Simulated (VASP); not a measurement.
Crystal: InAs.

```
In As
1.0
     0.00000    3.01800    3.01800
     3.01800    0.00000    3.01800
     3.01800    3.01800    0.00000
In As
1 1
Direct
  0.00000 0.00000 0.00000
  0.25000 0.25000 0.25000
```

| Item | Value |
| --- | --- |
| Program | VASP 6.6.1 |
| Task | relaxation of cell and atoms |
| Functional | PBEsol |
| Potentials or basis | VASP PAW PBE potentials, release 64 (In_d, As) |
| Cutoff | 520 eV |
| k mesh | 10 × 10 × 10 |
| Occupations | gaussian, width 0.02 eV |
| Spin | no spin polarisation |

At the start: pressure 1.6 GPa; volume 27.49 Å³/atom.

Problem. Where does the relaxation end?

Solution. Over 3 steps the energy falls by 3.6 meV/atom and the volume is 28.24 Å³/atom (+2.7 %); space group F-43m (No. 216, to 0.05 Å).

Step by step:
| step | energy change (eV) | largest force (eV/Å) | pressure (GPa) | volume (Å³) |
| --- | --- | --- | --- | --- |
| 1 | 0.0000 | 0.0000 | 1.60 | 54.98 |
| 2 | -0.0057 | 0.0000 | -0.67 | 57.19 |
| 3 | -0.0073 | 0.0000 | 0.01 | 56.47 |

Final structure:
```xyz
2
Lattice="0.0000 3.0451 3.0451 3.0451 0.0000 3.0451 3.0451 3.0451 0.0000" Properties=species:S:1:pos:R:3 pbc="T T T"
In    0.0000    0.0000    0.0000
As    1.5226    1.5226    1.5226
```

Caveat: the PAW data sets were made with another functional, which shifts forces and pressure a little.
